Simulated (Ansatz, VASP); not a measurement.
# InAs in two plane-wave programs, part 2 of 3

Wanted: the spread between two codes on one cell, functional and k mesh. The structure shown is the end of the Ansatz relaxation below.

VASP 6.6.1 and Ansatz 0.2.0.

So far: Starting point; Ansatz: relaxation, LDA.

## (3) VASP: single point, LDA

Level of this step: LDA; plane waves and PAW (As, In_d) (VASP).

The same cell, functional (in two slightly different forms), mesh and smearing now go to VASP, with its own data sets.

Lines of VASP's logs that name or quote its potential files are left out, and so is its time.

The input, INCAR:

```
SYSTEM = InAs
PREC = Accurate
ENCUT = 500
EDIFF = 1E-06
NELM = 120
ISMEAR = 0
SIGMA = 0.015
LREAL = .FALSE.
ALGO = Normal
GGA = CA
NBANDS = 15
LORBIT = 11
LWAVE = .FALSE.
LCHARG = .FALSE.
ISIF = 2
ISYM = 2
LASPH = .TRUE.
GGA_COMPAT = .FALSE.
EFERMI = MIDGAP
KPAR = 2
```

The input, POSCAR:

```
InAs
1.0
   -0.0006560048      3.0324140947      3.0324140947
    3.0324140947     -0.0006560048      3.0324140947
    3.0324140947      3.0324140947     -0.0006560048
As In
1 1
Direct
    0.7499656046      0.7499656046      0.7499656046
    0.0000343954      0.0000343954      0.0000343954
```

The input, KPOINTS:

```
Points of the shifted mesh
1728
Reciprocal
 0.0416666667  0.0416666667  0.0416666667 1
 0.0416666667  0.0416666667  0.1250000000 1
 0.0416666667  0.0416666667  0.2083333333 1
 0.0416666667  0.0416666667  0.2916666667 1
 0.0416666667  0.0416666667  0.3750000000 1
 0.0416666667  0.0416666667  0.4583333333 1
 0.0416666667  0.0416666667  0.5416666667 1
 0.0416666667  0.0416666667  0.6250000000 1
 0.0416666667  0.0416666667  0.7083333333 1
 0.0416666667  0.0416666667  0.7916666667 1
 0.0416666667  0.0416666667  0.8750000000 1
 0.0416666667  0.0416666667  0.9583333333 1
 0.0416666667  0.1250000000  0.0416666667 1
 0.0416666667  0.1250000000  0.1250000000 1
 0.0416666667  0.1250000000  0.2083333333 1
 0.0416666667  0.1250000000  0.2916666667 1
 0.0416666667  0.1250000000  0.3750000000 1
 0.0416666667  0.1250000000  0.4583333333 1
 0.0416666667  0.1250000000  0.5416666667 1
 0.0416666667  0.1250000000  0.6250000000 1
 0.0416666667  0.1250000000  0.7083333333 1
 0.0416666667  0.1250000000  0.7916666667 1
 0.0416666667  0.1250000000  0.8750000000 1
 0.0416666667  0.1250000000  0.9583333333 1
 0.0416666667  0.2083333333  0.0416666667 1
 0.0416666667  0.2083333333  0.1250000000 1
 0.0416666667  0.2083333333  0.2083333333 1
 0.0416666667  0.2083333333  0.2916666667 1
 0.0416666667  0.2083333333  0.3750000000 1
 0.0416666667  0.2083333333  0.4583333333 1
 0.0416666667  0.2083333333  0.5416666667 1
 0.0416666667  0.2083333333  0.6250000000 1
 0.0416666667  0.2083333333  0.7083333333 1
 0.0416666667  0.2083333333  0.7916666667 1
 0.0416666667  0.2083333333  0.8750000000 1
 0.0416666667  0.2083333333  0.9583333333 1
 0.0416666667  0.2916666667  0.0416666667 1
 0.0416666667  0.2916666667  0.1250000000 1
 0.0416666667  0.2916666667  0.2083333333 1
 0.0416666667  0.2916666667  0.2916666667 1
 0.0416666667  0.2916666667  0.3750000000 1
 0.0416666667  0.2916666667  0.4583333333 1
 0.0416666667  0.2916666667  0.5416666667 1
 0.0416666667  0.2916666667  0.6250000000 1
 0.0416666667  0.2916666667  0.7083333333 1
 0.0416666667  0.2916666667  0.7916666667 1
 0.0416666667  0.2916666667  0.8750000000 1
 0.0416666667  0.2916666667  0.9583333333 1
 0.0416666667  0.3750000000  0.0416666667 1
 0.0416666667  0.3750000000  0.1250000000 1
 0.0416666667  0.3750000000  0.2083333333 1
 0.0416666667  0.3750000000  0.2916666667 1
 0.0416666667  0.3750000000  0.3750000000 1
 0.0416666667  0.3750000000  0.4583333333 1
 0.0416666667  0.3750000000  0.5416666667 1
 0.0416666667  0.3750000000  0.6250000000 1
 0.0416666667  0.3750000000  0.7083333333 1
 0.0416666667  0.3750000000  0.7916666667 1
 0.0416666667  0.3750000000  0.8750000000 1
 0.0416666667  0.3750000000  0.9583333333 1
 0.0416666667  0.4583333333  0.0416666667 1
 0.0416666667  0.4583333333  0.1250000000 1
 0.0416666667  0.4583333333  0.2083333333 1
 0.0416666667  0.4583333333  0.2916666667 1
 0.0416666667  0.4583333333  0.3750000000 1
 0.0416666667  0.4583333333  0.4583333333 1
 0.0416666667  0.4583333333  0.5416666667 1
 0.0416666667  0.4583333333  0.6250000000 1
 0.0416666667  0.4583333333  0.7083333333 1
 0.0416666667  0.4583333333  0.7916666667 1
 0.0416666667  0.4583333333  0.8750000000 1
 0.0416666667  0.4583333333  0.9583333333 1
 0.0416666667  0.5416666667  0.0416666667 1
 0.0416666667  0.5416666667  0.1250000000 1
 0.0416666667  0.5416666667  0.2083333333 1
 0.0416666667  0.5416666667  0.2916666667 1
 0.0416666667  0.5416666667  0.3750000000 1
 0.0416666667  0.5416666667  0.4583333333 1
 0.0416666667  0.5416666667  0.5416666667 1
 0.0416666667  0.5416666667  0.6250000000 1
 0.0416666667  0.5416666667  0.7083333333 1
 0.0416666667  0.5416666667  0.7916666667 1
 0.0416666667  0.5416666667  0.8750000000 1
 0.0416666667  0.5416666667  0.9583333333 1
 0.0416666667  0.6250000000  0.0416666667 1
 0.0416666667  0.6250000000  0.1250000000 1
 0.0416666667  0.6250000000  0.2083333333 1
 0.0416666667  0.6250000000  0.2916666667 1
 0.0416666667  0.6250000000  0.3750000000 1
 0.0416666667  0.6250000000  0.4583333333 1
 0.0416666667  0.6250000000  0.5416666667 1
 0.0416666667  0.6250000000  0.6250000000 1
 0.0416666667  0.6250000000  0.7083333333 1
 0.0416666667  0.6250000000  0.7916666667 1
 0.0416666667  0.6250000000  0.8750000000 1
 0.0416666667  0.6250000000  0.9583333333 1
 0.0416666667  0.7083333333  0.0416666667 1
 0.0416666667  0.7083333333  0.1250000000 1
 0.0416666667  0.7083333333  0.2083333333 1
 0.0416666667  0.7083333333  0.2916666667 1
 0.0416666667  0.7083333333  0.3750000000 1
 0.0416666667  0.7083333333  0.4583333333 1
 0.0416666667  0.7083333333  0.5416666667 1
 0.0416666667  0.7083333333  0.6250000000 1
 0.0416666667  0.7083333333  0.7083333333 1
 0.0416666667  0.7083333333  0.7916666667 1
 0.0416666667  0.7083333333  0.8750000000 1
 0.0416666667  0.7083333333  0.9583333333 1
 0.0416666667  0.7916666667  0.0416666667 1
 0.0416666667  0.7916666667  0.1250000000 1
 0.0416666667  0.7916666667  0.2083333333 1
 0.0416666667  0.7916666667  0.2916666667 1
[... 1390 lines left out ...]
 0.8750000000  0.4583333333  0.1250000000 1
 0.8750000000  0.4583333333  0.2083333333 1
 0.8750000000  0.4583333333  0.2916666667 1
 0.8750000000  0.4583333333  0.3750000000 1
 0.8750000000  0.4583333333  0.4583333333 1
 0.8750000000  0.4583333333  0.5416666667 1
 0.8750000000  0.4583333333  0.6250000000 1
 0.8750000000  0.4583333333  0.7083333333 1
 0.8750000000  0.4583333333  0.7916666667 1
 0.8750000000  0.4583333333  0.8750000000 1
 0.8750000000  0.4583333333  0.9583333333 1
 0.8750000000  0.5416666667  0.0416666667 1
 0.8750000000  0.5416666667  0.1250000000 1
 0.8750000000  0.5416666667  0.2083333333 1
 0.8750000000  0.5416666667  0.2916666667 1
 0.8750000000  0.5416666667  0.3750000000 1
 0.8750000000  0.5416666667  0.4583333333 1
 0.8750000000  0.5416666667  0.5416666667 1
 0.8750000000  0.5416666667  0.6250000000 1
 0.8750000000  0.5416666667  0.7083333333 1
 0.8750000000  0.5416666667  0.7916666667 1
 0.8750000000  0.5416666667  0.8750000000 1
 0.8750000000  0.5416666667  0.9583333333 1
 0.8750000000  0.6250000000  0.0416666667 1
 0.8750000000  0.6250000000  0.1250000000 1
 0.8750000000  0.6250000000  0.2083333333 1
 0.8750000000  0.6250000000  0.2916666667 1
 0.8750000000  0.6250000000  0.3750000000 1
 0.8750000000  0.6250000000  0.4583333333 1
 0.8750000000  0.6250000000  0.5416666667 1
 0.8750000000  0.6250000000  0.6250000000 1
 0.8750000000  0.6250000000  0.7083333333 1
 0.8750000000  0.6250000000  0.7916666667 1
 0.8750000000  0.6250000000  0.8750000000 1
 0.8750000000  0.6250000000  0.9583333333 1
 0.8750000000  0.7083333333  0.0416666667 1
 0.8750000000  0.7083333333  0.1250000000 1
 0.8750000000  0.7083333333  0.2083333333 1
 0.8750000000  0.7083333333  0.2916666667 1
 0.8750000000  0.7083333333  0.3750000000 1
 0.8750000000  0.7083333333  0.4583333333 1
 0.8750000000  0.7083333333  0.5416666667 1
 0.8750000000  0.7083333333  0.6250000000 1
 0.8750000000  0.7083333333  0.7083333333 1
 0.8750000000  0.7083333333  0.7916666667 1
 0.8750000000  0.7083333333  0.8750000000 1
 0.8750000000  0.7083333333  0.9583333333 1
 0.8750000000  0.7916666667  0.0416666667 1
 0.8750000000  0.7916666667  0.1250000000 1
 0.8750000000  0.7916666667  0.2083333333 1
 0.8750000000  0.7916666667  0.2916666667 1
 0.8750000000  0.7916666667  0.3750000000 1
 0.8750000000  0.7916666667  0.4583333333 1
 0.8750000000  0.7916666667  0.5416666667 1
 0.8750000000  0.7916666667  0.6250000000 1
 0.8750000000  0.7916666667  0.7083333333 1
 0.8750000000  0.7916666667  0.7916666667 1
 0.8750000000  0.7916666667  0.8750000000 1
 0.8750000000  0.7916666667  0.9583333333 1
 0.8750000000  0.8750000000  0.0416666667 1
 0.8750000000  0.8750000000  0.1250000000 1
 0.8750000000  0.8750000000  0.2083333333 1
 0.8750000000  0.8750000000  0.2916666667 1
 0.8750000000  0.8750000000  0.3750000000 1
 0.8750000000  0.8750000000  0.4583333333 1
 0.8750000000  0.8750000000  0.5416666667 1
 0.8750000000  0.8750000000  0.6250000000 1
 0.8750000000  0.8750000000  0.7083333333 1
 0.8750000000  0.8750000000  0.7916666667 1
 0.8750000000  0.8750000000  0.8750000000 1
 0.8750000000  0.8750000000  0.9583333333 1
 0.8750000000  0.9583333333  0.0416666667 1
 0.8750000000  0.9583333333  0.1250000000 1
 0.8750000000  0.9583333333  0.2083333333 1
 0.8750000000  0.9583333333  0.2916666667 1
 0.8750000000  0.9583333333  0.3750000000 1
 0.8750000000  0.9583333333  0.4583333333 1
 0.8750000000  0.9583333333  0.5416666667 1
 0.8750000000  0.9583333333  0.6250000000 1
 0.8750000000  0.9583333333  0.7083333333 1
 0.8750000000  0.9583333333  0.7916666667 1
 0.8750000000  0.9583333333  0.8750000000 1
 0.8750000000  0.9583333333  0.9583333333 1
 0.9583333333  0.0416666667  0.0416666667 1
 0.9583333333  0.0416666667  0.1250000000 1
 0.9583333333  0.0416666667  0.2083333333 1
 0.9583333333  0.0416666667  0.2916666667 1
 0.9583333333  0.0416666667  0.3750000000 1
 0.9583333333  0.0416666667  0.4583333333 1
 0.9583333333  0.0416666667  0.5416666667 1
 0.9583333333  0.0416666667  0.6250000000 1
 0.9583333333  0.0416666667  0.7083333333 1
 0.9583333333  0.0416666667  0.7916666667 1
 0.9583333333  0.0416666667  0.8750000000 1
 0.9583333333  0.0416666667  0.9583333333 1
 0.9583333333  0.1250000000  0.0416666667 1
 0.9583333333  0.1250000000  0.1250000000 1
 0.9583333333  0.1250000000  0.2083333333 1
 0.9583333333  0.1250000000  0.2916666667 1
 0.9583333333  0.1250000000  0.3750000000 1
 0.9583333333  0.1250000000  0.4583333333 1
 0.9583333333  0.1250000000  0.5416666667 1
 0.9583333333  0.1250000000  0.6250000000 1
 0.9583333333  0.1250000000  0.7083333333 1
 0.9583333333  0.1250000000  0.7916666667 1
 0.9583333333  0.1250000000  0.8750000000 1
 0.9583333333  0.1250000000  0.9583333333 1
 0.9583333333  0.2083333333  0.0416666667 1
 0.9583333333  0.2083333333  0.1250000000 1
 0.9583333333  0.2083333333  0.2083333333 1
 0.9583333333  0.2083333333  0.2916666667 1
 0.9583333333  0.2083333333  0.3750000000 1
 0.9583333333  0.2083333333  0.4583333333 1
 0.9583333333  0.2083333333  0.5416666667 1
 0.9583333333  0.2083333333  0.6250000000 1
 0.9583333333  0.2083333333  0.7083333333 1
 0.9583333333  0.2083333333  0.7916666667 1
 0.9583333333  0.2083333333  0.8750000000 1
 0.9583333333  0.2083333333  0.9583333333 1
 0.9583333333  0.2916666667  0.0416666667 1
 0.9583333333  0.2916666667  0.1250000000 1
 0.9583333333  0.2916666667  0.2083333333 1
 0.9583333333  0.2916666667  0.2916666667 1
 0.9583333333  0.2916666667  0.3750000000 1
 0.9583333333  0.2916666667  0.4583333333 1
 0.9583333333  0.2916666667  0.5416666667 1
 0.9583333333  0.2916666667  0.6250000000 1
 0.9583333333  0.2916666667  0.7083333333 1
 0.9583333333  0.2916666667  0.7916666667 1
 0.9583333333  0.2916666667  0.8750000000 1
 0.9583333333  0.2916666667  0.9583333333 1
 0.9583333333  0.3750000000  0.0416666667 1
 0.9583333333  0.3750000000  0.1250000000 1
 0.9583333333  0.3750000000  0.2083333333 1
 0.9583333333  0.3750000000  0.2916666667 1
 0.9583333333  0.3750000000  0.3750000000 1
 0.9583333333  0.3750000000  0.4583333333 1
 0.9583333333  0.3750000000  0.5416666667 1
 0.9583333333  0.3750000000  0.6250000000 1
 0.9583333333  0.3750000000  0.7083333333 1
 0.9583333333  0.3750000000  0.7916666667 1
 0.9583333333  0.3750000000  0.8750000000 1
 0.9583333333  0.3750000000  0.9583333333 1
 0.9583333333  0.4583333333  0.0416666667 1
 0.9583333333  0.4583333333  0.1250000000 1
 0.9583333333  0.4583333333  0.2083333333 1
 0.9583333333  0.4583333333  0.2916666667 1
 0.9583333333  0.4583333333  0.3750000000 1
 0.9583333333  0.4583333333  0.4583333333 1
 0.9583333333  0.4583333333  0.5416666667 1
 0.9583333333  0.4583333333  0.6250000000 1
 0.9583333333  0.4583333333  0.7083333333 1
 0.9583333333  0.4583333333  0.7916666667 1
 0.9583333333  0.4583333333  0.8750000000 1
 0.9583333333  0.4583333333  0.9583333333 1
 0.9583333333  0.5416666667  0.0416666667 1
 0.9583333333  0.5416666667  0.1250000000 1
 0.9583333333  0.5416666667  0.2083333333 1
 0.9583333333  0.5416666667  0.2916666667 1
 0.9583333333  0.5416666667  0.3750000000 1
 0.9583333333  0.5416666667  0.4583333333 1
 0.9583333333  0.5416666667  0.5416666667 1
 0.9583333333  0.5416666667  0.6250000000 1
 0.9583333333  0.5416666667  0.7083333333 1
 0.9583333333  0.5416666667  0.7916666667 1
 0.9583333333  0.5416666667  0.8750000000 1
 0.9583333333  0.5416666667  0.9583333333 1
 0.9583333333  0.6250000000  0.0416666667 1
 0.9583333333  0.6250000000  0.1250000000 1
 0.9583333333  0.6250000000  0.2083333333 1
 0.9583333333  0.6250000000  0.2916666667 1
 0.9583333333  0.6250000000  0.3750000000 1
 0.9583333333  0.6250000000  0.4583333333 1
 0.9583333333  0.6250000000  0.5416666667 1
 0.9583333333  0.6250000000  0.6250000000 1
 0.9583333333  0.6250000000  0.7083333333 1
 0.9583333333  0.6250000000  0.7916666667 1
 0.9583333333  0.6250000000  0.8750000000 1
 0.9583333333  0.6250000000  0.9583333333 1
 0.9583333333  0.7083333333  0.0416666667 1
 0.9583333333  0.7083333333  0.1250000000 1
 0.9583333333  0.7083333333  0.2083333333 1
 0.9583333333  0.7083333333  0.2916666667 1
 0.9583333333  0.7083333333  0.3750000000 1
 0.9583333333  0.7083333333  0.4583333333 1
 0.9583333333  0.7083333333  0.5416666667 1
 0.9583333333  0.7083333333  0.6250000000 1
 0.9583333333  0.7083333333  0.7083333333 1
 0.9583333333  0.7083333333  0.7916666667 1
 0.9583333333  0.7083333333  0.8750000000 1
 0.9583333333  0.7083333333  0.9583333333 1
 0.9583333333  0.7916666667  0.0416666667 1
 0.9583333333  0.7916666667  0.1250000000 1
 0.9583333333  0.7916666667  0.2083333333 1
 0.9583333333  0.7916666667  0.2916666667 1
 0.9583333333  0.7916666667  0.3750000000 1
 0.9583333333  0.7916666667  0.4583333333 1
 0.9583333333  0.7916666667  0.5416666667 1
 0.9583333333  0.7916666667  0.6250000000 1
 0.9583333333  0.7916666667  0.7083333333 1
 0.9583333333  0.7916666667  0.7916666667 1
 0.9583333333  0.7916666667  0.8750000000 1
 0.9583333333  0.7916666667  0.9583333333 1
 0.9583333333  0.8750000000  0.0416666667 1
 0.9583333333  0.8750000000  0.1250000000 1
 0.9583333333  0.8750000000  0.2083333333 1
 0.9583333333  0.8750000000  0.2916666667 1
 0.9583333333  0.8750000000  0.3750000000 1
 0.9583333333  0.8750000000  0.4583333333 1
 0.9583333333  0.8750000000  0.5416666667 1
 0.9583333333  0.8750000000  0.6250000000 1
 0.9583333333  0.8750000000  0.7083333333 1
 0.9583333333  0.8750000000  0.7916666667 1
 0.9583333333  0.8750000000  0.8750000000 1
 0.9583333333  0.8750000000  0.9583333333 1
 0.9583333333  0.9583333333  0.0416666667 1
 0.9583333333  0.9583333333  0.1250000000 1
 0.9583333333  0.9583333333  0.2083333333 1
 0.9583333333  0.9583333333  0.2916666667 1
 0.9583333333  0.9583333333  0.3750000000 1
 0.9583333333  0.9583333333  0.4583333333 1
 0.9583333333  0.9583333333  0.5416666667 1
 0.9583333333  0.9583333333  0.6250000000 1
 0.9583333333  0.9583333333  0.7083333333 1
 0.9583333333  0.9583333333  0.7916666667 1
 0.9583333333  0.9583333333  0.8750000000 1
 0.9583333333  0.9583333333  0.9583333333 1
```

PAW data sets: As and In_d (LDA family, release 64).

On the command line:

```sh
mpirun -np 2 vasp_std
```

Output:

```text
[banner, memory and clock lines left out]
running    2 mpi-ranks, on    1 nodes
 distrk:  each k-point on    1 cores,    2 groups
 distr:  one band on    1 cores,    1 groups

 POSCAR found type information on POSCAR AsIn
 POSCAR found :  2 types and       2 ions
 LDA part: xc-table for (Slater(with rela. corr.)+CA(PZ))
 , standard interpolation
 POSCAR, INCAR and KPOINTS ok, starting setup
 FFT: planning ... GRIDC
 FFT: planning ... GRID_SOFT
 FFT: planning ... GRID
 WAVECAR not read
 entering main loop
       N       E                     dE             d eps       ncg     rms          rms(c)
DAV:   1     0.111734510492E+03    0.11173E+03   -0.81918E+03 52165   0.126E+03
DAV:   2    -0.142776403404E+01   -0.11316E+03   -0.10892E+03 55900   0.300E+02
DAV:   3    -0.912824406522E+01   -0.77005E+01   -0.76565E+01 66730   0.797E+01
DAV:   4    -0.932780238294E+01   -0.19956E+00   -0.19950E+00 63019   0.144E+01
DAV:   5    -0.933682230709E+01   -0.90199E-02   -0.90198E-02 78552   0.262E+00    0.460E+00
DAV:   6    -0.906820359948E+01    0.26862E+00   -0.38053E-01 81750   0.109E+01    0.254E+00
DAV:   7    -0.903096675263E+01    0.37237E-01   -0.10714E-01 71824   0.302E+00    0.681E-01
DAV:   8    -0.902757318611E+01    0.33936E-02   -0.11290E-02 68764   0.130E+00    0.210E-01
DAV:   9    -0.902746827728E+01    0.10491E-03   -0.75659E-04 67528   0.258E-01    0.131E-01
DAV:  10    -0.902749233454E+01   -0.24057E-04   -0.10723E-04 81823   0.169E-01    0.686E-02
DAV:  11    -0.902749677898E+01   -0.44444E-05   -0.32964E-05 79673   0.111E-01    0.513E-02
DAV:  12    -0.902749425318E+01    0.25258E-05   -0.48884E-06 65531   0.303E-02    0.657E-03
DAV:  13    -0.902749429412E+01   -0.40934E-07   -0.69456E-07 36106   0.501E-03
   1 F= -.90274943E+01 E0= -.90274943E+01  d E =-.199052E-59
```

(Part 2 of 3 ends here.)

[Lines on the potential files, build, host, timing and source positions are cut from VASP's logs without a mark.]

[Logs are printed without paths, hosts, clocks, repeated set-up lines and the standing remarks that a program may print on its own settings, such as how far it seeks lower states.]

[Hosts, paths, dates, database ids (printed as entryN), source tags and the programs' standing remarks are cut or masked in the printed files.]
